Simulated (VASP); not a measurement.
Calculation: PBEsol GGA, VASP's PBE PAW potentials (set 64) (plane waves; VASP).

VASP ran on this input.

**POSCAR**
```
Hg4Pt
1
   -3.1187597760     3.1187597760     3.1187597760
    3.1187597760    -3.1187597760     3.1187597760
    3.1187597760     3.1187597760    -3.1187597760
Hg Pt
4 1
Direct
  0.0000000000   0.0000000000   0.5000000000
  0.0000000000   0.5000000000   0.0000000000
  0.5000000000   0.5000000000   0.5000000000
  0.5000000000   0.0000000000   0.0000000000
  0.0000000000   0.0000000000   0.0000000000
```

KPOINTS:
```
Automatic
0
G
  6 6 6
0 0 0
```

INCAR:
```
ALGO=Normal
EDIFF=1E-7
EDIFFG=-0.01
ENCUT=480
GGA=PS
IBRION=2
ISIF=3
ISMEAR=1
LASPH=T
LCHARG=F
LMAXMIX=6
LREAL=F
LWAVE=F
NELM=100
NSW=40
PREC=Accurate
PSTRESS=300
SIGMA=0.1
SYSTEM=Hg4Pt
```

POTCAR, in this order: Hg Pt (PBE.64 set). Program: vasp_std.

What VASP printed:

### OSZICAR
```
...
DAV:   9    -0.813661001907E+01   -0.14917E-06   -0.62292E-08   560   0.162E-03    0.126E-03
DAV:  10    -0.813660998593E+01    0.33142E-07   -0.84173E-09   546   0.592E-04
   5 F= 0.10429501E+02 E0= 0.10430528E+02  d E =-.247610E+01
       N       E                     dE             d eps       ncg     rms          rms(c)
DAV:   1    -0.822459003309E+01   -0.87980E-01   -0.23862E-01  1112   0.434E+00    0.717E-01
DAV:   2    -0.821439649826E+01    0.10194E-01   -0.30397E-02  1146   0.149E+00    0.298E-01
DAV:   3    -0.821355725522E+01    0.83924E-03   -0.30889E-03  1180   0.519E-01    0.257E-01
DAV:   4    -0.821347454178E+01    0.82713E-04   -0.29647E-04  1108   0.115E-01    0.133E-01
DAV:   5    -0.821343353530E+01    0.41006E-04   -0.49661E-05  1114   0.566E-02    0.147E-02
DAV:   6    -0.821343316217E+01    0.37312E-06   -0.64519E-06  1116   0.156E-02    0.477E-03
DAV:   7    -0.821343319623E+01   -0.34058E-07   -0.19372E-07   726   0.286E-03
   6 F= 0.10430347E+02 E0= 0.10431372E+02  d E =-.247526E+01
       N       E                     dE             d eps       ncg     rms          rms(c)
DAV:   1    -0.820843251475E+01    0.50006E-02   -0.10467E-03  1114   0.287E-01    0.474E-02
DAV:   2    -0.820838681215E+01    0.45703E-04   -0.13467E-04  1148   0.995E-02    0.196E-02
DAV:   3    -0.820838347780E+01    0.33343E-05   -0.13720E-05  1184   0.345E-02    0.170E-02
DAV:   4    -0.820838354672E+01   -0.68917E-07   -0.13060E-06  1092   0.770E-03    0.881E-03
DAV:   5    -0.820838394210E+01   -0.39538E-06   -0.21113E-07   840   0.370E-03    0.944E-04
DAV:   6    -0.820838401764E+01   -0.75539E-07   -0.30761E-08   544   0.110E-03
   7 F= 0.10430213E+02 E0= 0.10431238E+02  d E =-.133883E-03
       N       E                     dE             d eps       ncg     rms          rms(c)
DAV:   1    -0.819361979356E+01    0.14764E-01   -0.95319E-03  1112   0.867E-01    0.143E-01
DAV:   2    -0.819320943920E+01    0.41035E-03   -0.12225E-03  1146   0.299E-01    0.583E-02
DAV:   3    -0.819317737016E+01    0.32069E-04   -0.12490E-04  1172   0.104E-01    0.505E-02
DAV:   4    -0.819317560529E+01    0.17649E-05   -0.11793E-05  1108   0.231E-02    0.265E-02
DAV:   5    -0.819317597756E+01   -0.37227E-06   -0.19113E-06  1114   0.110E-02    0.282E-03
DAV:   6    -0.819317622611E+01   -0.24854E-06   -0.24530E-07   884   0.307E-03    0.914E-04
DAV:   7    -0.819317623617E+01   -0.10067E-07   -0.92686E-09   544   0.615E-04
   8 F= 0.10429877E+02 E0= 0.10430903E+02  d E =-.469523E-03
       N       E                     dE             d eps       ncg     rms          rms(c)
DAV:   1    -0.819290813480E+01    0.26809E-03   -0.30687E-06  1112   0.155E-02    0.259E-03
DAV:   2    -0.819290797845E+01    0.15635E-06   -0.37879E-07   800   0.529E-03    0.113E-03
DAV:   3    -0.819290799002E+01   -0.11572E-07   -0.36550E-08   544   0.166E-03
   9 F= 0.10429872E+02 E0= 0.10430898E+02  d E =-.498230E-05
       N       E                     dE             d eps       ncg     rms          rms(c)
DAV:   1    -0.819210433270E+01    0.80365E-03   -0.26424E-05  1112   0.459E-02    0.748E-03
DAV:   2    -0.819210310526E+01    0.12274E-05   -0.33593E-06  1146   0.158E-02    0.324E-03
DAV:   3    -0.819210307087E+01    0.34394E-07   -0.33772E-07   786   0.548E-03
  10 F= 0.10429858E+02 E0= 0.10430883E+02  d E =-.197325E-04
       N       E                     dE             d eps       ncg     rms          rms(c)
DAV:   1    -0.819049758725E+01    0.16055E-02   -0.10575E-04  1112   0.919E-02    0.148E-02
DAV:   2    -0.819049279554E+01    0.47917E-05   -0.13470E-05  1146   0.316E-02    0.686E-03
DAV:   3    -0.819049253988E+01    0.25566E-06   -0.14071E-06  1122   0.110E-02    0.579E-03
DAV:   4    -0.819049265367E+01   -0.11379E-06   -0.13861E-07   568   0.255E-03    0.285E-03
DAV:   5    -0.819049282175E+01   -0.16809E-06   -0.26191E-08   544   0.129E-03    0.389E-04
DAV:   6    -0.819049285193E+01   -0.30173E-07   -0.63164E-09   544   0.478E-04
  11 F= 0.10429829E+02 E0= 0.10430854E+02  d E =-.487800E-04
       N       E                     dE             d eps       ncg     rms          rms(c)
DAV:   1    -0.818728838049E+01    0.32044E-02   -0.42405E-04  1112   0.183E-01    0.302E-02
DAV:   2    -0.818726984090E+01    0.18540E-04   -0.54333E-05  1146   0.631E-02    0.123E-02
DAV:   3    -0.818726858541E+01    0.12555E-05   -0.55503E-06  1180   0.220E-02    0.107E-02
DAV:   4    -0.818726871106E+01   -0.12565E-06   -0.52362E-07   990   0.488E-03    0.559E-03
DAV:   5    -0.818726900484E+01   -0.29378E-06   -0.82102E-08   568   0.235E-03    0.683E-04
DAV:   6    -0.818726905645E+01   -0.51612E-07   -0.18246E-08   544   0.819E-04
  12 F= 0.10429774E+02 E0= 0.10430800E+02  d E =-.103229E-03
       N       E                     dE             d eps       ncg     rms          rms(c)
DAV:   1    -0.818088766990E+01    0.63813E-02   -0.16973E-03  1112   0.366E-01    0.604E-02
DAV:   2    -0.818081418946E+01    0.73480E-04   -0.21742E-04  1146   0.126E-01    0.247E-02
DAV:   3    -0.818080872850E+01    0.54610E-05   -0.22215E-05  1172   0.440E-02    0.213E-02
DAV:   4    -0.818080871683E+01    0.11672E-07   -0.21000E-06  1108   0.976E-03    0.112E-02
DAV:   5    -0.818080918948E+01   -0.47264E-06   -0.33989E-07   936   0.465E-03    0.120E-03
DAV:   6    -0.818080928830E+01   -0.98823E-07   -0.45488E-08   544   0.135E-03
  13 F= 0.10429679E+02 E0= 0.10430704E+02  d E =-.198795E-03
       N       E                     dE             d eps       ncg     rms          rms(c)
DAV:   1    -0.816815637449E+01    0.12653E-01   -0.67921E-03  1112   0.732E-01    0.121E-01
DAV:   2    -0.816786386868E+01    0.29251E-03   -0.86935E-04  1146   0.252E-01    0.493E-02
DAV:   3    -0.816784114723E+01    0.22721E-04   -0.88876E-05  1172   0.879E-02    0.426E-02
DAV:   4    -0.816784006045E+01    0.10868E-05   -0.83833E-06  1108   0.195E-02    0.223E-02
DAV:   5    -0.816784054759E+01   -0.48714E-06   -0.13634E-06  1114   0.928E-03    0.237E-03
DAV:   6    -0.816784075360E+01   -0.20601E-06   -0.17178E-07   728   0.260E-03    0.782E-04
DAV:   7    -0.816784075844E+01   -0.48421E-08   -0.87969E-09   544   0.592E-04
  14 F= 0.10429541E+02 E0= 0.10430567E+02  d E =-.336317E-03
       N       E                     dE             d eps       ncg     rms          rms(c)
DAV:   1    -0.814297638733E+01    0.24864E-01   -0.27195E-02  1112   0.146E+00    0.242E-01
DAV:   2    -0.814180782701E+01    0.11686E-02   -0.34798E-03  1146   0.505E-01    0.986E-02
DAV:   3    -0.814171504494E+01    0.92782E-04   -0.35599E-04  1180   0.176E-01    0.852E-02
DAV:   4    -0.814170861472E+01    0.64302E-05   -0.33461E-05  1116   0.391E-02    0.445E-02
DAV:   5    -0.814170775129E+01    0.86344E-06   -0.54232E-06  1114   0.185E-02    0.472E-03
DAV:   6    -0.814170820488E+01   -0.45360E-06   -0.70009E-07  1062   0.517E-03    0.156E-03
DAV:   7    -0.814170822565E+01   -0.20768E-07   -0.20959E-08   544   0.962E-04
  15 F= 0.10429480E+02 E0= 0.10430506E+02  d E =-.397426E-03
       N       E                     dE             d eps       ncg     rms          rms(c)
DAV:   1    -0.814952920096E+01   -0.78210E-02   -0.23446E-03  1114   0.430E-01    0.710E-02
DAV:   2    -0.814942950759E+01    0.99693E-04   -0.29967E-04  1148   0.148E-01    0.292E-02
DAV:   3    -0.814942081072E+01    0.86969E-05   -0.30601E-05  1172   0.516E-02    0.252E-02
DAV:   4    -0.814941945409E+01    0.13566E-05   -0.28948E-06  1108   0.115E-02    0.131E-02
DAV:   5    -0.814941831657E+01    0.11375E-05   -0.47322E-07  1010   0.550E-03    0.140E-03
DAV:   6    -0.814941821596E+01    0.10060E-06   -0.60738E-08   544   0.157E-03    0.455E-04
DAV:   7    -0.814941821659E+01   -0.62937E-09   -0.40945E-09   544   0.401E-04
  16 F= 0.10429468E+02 E0= 0.10430495E+02  d E =-.409215E-03
```

OUTCAR:
```
------------------------ aborting loop because EDIFF is reached ----------------------------------------
  FORCE on cell =-STRESS in cart. coord.  units (eV):
  Direction    XX          YY          ZZ          XY          YZ          ZX
  --------------------------------------------------------------------------------------
  Total       18.5777162     18.5777162     18.5777162      0.0000000      0.0000000     -0.0000000
  in kB      299.9811056    299.9811056    299.9811056      0.0000000      0.0000000     -0.0000000
  external PRESSURE =      -0.0188944 kB  Pullay stress =     300.0000000 kB
  volume of cell :       99.22
      direct lattice vectors                 reciprocal lattice vectors
    -2.916417336  2.916417336  2.916417336     0.000000000  0.171443227  0.171443227
     2.916417336 -2.916417336  2.916417336     0.171443227  0.000000000  0.171443227
     2.916417336  2.916417336 -2.916417336     0.171443227  0.171443227  0.000000000
 POSITION                                       TOTAL-FORCE (eV/Angst)
 -----------------------------------------------------------------------------------
      1.45821      1.45821     -1.45821         0.000000     -0.000000      0.000000
      1.45821     -1.45821      1.45821         0.000000      0.000000      0.000000
      1.45821      1.45821      1.45821         0.000000     -0.000000     -0.000000
     -1.45821      1.45821      1.45821        -0.000000      0.000000     -0.000000
      0.00000      0.00000     -0.00000         0.000000      0.000000     -0.000000
 -----------------------------------------------------------------------------------
    total drift:                                0.000000     -0.000000      0.000000
  FREE ENERGIE OF THE ION-ELECTRON SYSTEM (eV)
  ---------------------------------------------------
  free  energy   TOTEN  =        -8.1494182166 eV

  energy  without entropy=       -8.1463389774  energy(sigma->0) =       -8.14839180
  enthalpy is  TOTEN    =        10.4294680937 eV   P V=       18.5788863103

 reached required accuracy - stopping structural energy minimisation
```
(Selected blocks of OUTCAR.)

**CONTCAR**
```
Hg4Pt
   1.00000000000000
    -2.9164173362108041    2.9164173362108041    2.9164173362108050
     2.9164173362108041   -2.9164173362108041    2.9164173362108050
     2.9164173362108041    2.9164173362108041   -2.9164173362108050
  Hg              Pt
     4     1
Direct
     0.0000000000000000    0.0000000000000000    0.5000000000000000
     0.0000000000000000    0.5000000000000000    0.0000000000000000
     0.5000000000000000    0.5000000000000000    0.5000000000000000
     0.5000000000000000    0.0000000000000000    0.0000000000000000
     0.0000000000000000    0.0000000000000000    0.0000000000000000
```

Energy and stress use the plane-wave basis of the starting cell.

The structure comes from a computed database's Hg4Pt entry (Im-3m); how it stands against other phases isn't given here. This run relaxes it under an external pressure of 30 GPa. Symmetry was kept, so distortions that lower it aren't found.
